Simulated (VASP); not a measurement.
Method: vdW-DF2, VASP's PBE PAW potentials (set 64) (plane waves; VASP).

Input for VASP

POSCAR:
```
Re
1
    1.4043889278    -2.4324728536     0.0000000000
    1.4043889278     2.4324728536     0.0000000000
    0.0000000000     0.0000000000     4.5228100301
Re
2
Direct
  0.3333330000   0.6666670000   0.2500000000
  0.6666670000   0.3333330000   0.7500000000
```

File KPOINTS:
```
Automatic
0
Gamma
 15 15 8
```

INCAR:
```
! general
SYSTEM   = Re
PREC     = Accurate
ENCUT    = 520
LREAL    = .False.
LASPH    = .True.

! electronic loop
EDIFF    = 1E-7
NELM     = 100
ALGO     = Normal
LMAXMIX  = 6

! smearing
ISMEAR   = 1
SIGMA    = 0.1

! functional
GGA      = ML
LUSE_VDW = .True.
AGGAC    = 0.0
ZAB_VDW  = -1.8867

! ions
IBRION   = 2
NSW      = 30
ISIF     = 4
EDIFFG   = -0.01

! output
LWAVE    = .False.
LCHARG   = .False.
```

POTCAR, in this order: Re (PBE.64 set). Program: vasp_std.

Unless said otherwise, spin-orbit coupling is left out, though it shifts the bands of the heavy elements here.

### Question
What does the run give for the energy per atom (σ→0), band gap (on the k-mesh)?

### Answer

```yaml
energy per atom (σ→0): -810.8 kJ/mol of atoms
band gap (on the k-mesh): none (metal, semimetal or under 0.01 eV)
```

File OSZICAR:
```
...
       N       E                     dE             d eps       ncg     rms          rms(c)
DAV:   1    -0.168071152824E+02   -0.19273E-02   -0.11006E-01  4464   0.125E+01    0.180E-01
DAV:   2    -0.168063398851E+02    0.77540E-03   -0.11862E-03  5567   0.440E-01    0.866E-02
DAV:   3    -0.168061063687E+02    0.23352E-03   -0.51711E-04  5784   0.308E-01    0.126E-02
DAV:   4    -0.168061068684E+02   -0.49968E-06   -0.15071E-05  4736   0.407E-02    0.716E-03
DAV:   5    -0.168061071900E+02   -0.32160E-06   -0.26425E-07  3659   0.197E-02    0.200E-03
DAV:   6    -0.168061072364E+02   -0.46443E-07   -0.48015E-08  2419   0.646E-03
   3 F= -.16806107E+02 E0= -.16806430E+02  d E =-.930977E-03
```

The compound is Re in the hcp structure. This cell is one point of a volume scan, at 0.97 of the reference volume. Symmetry was kept, so distortions that lower it aren't found.
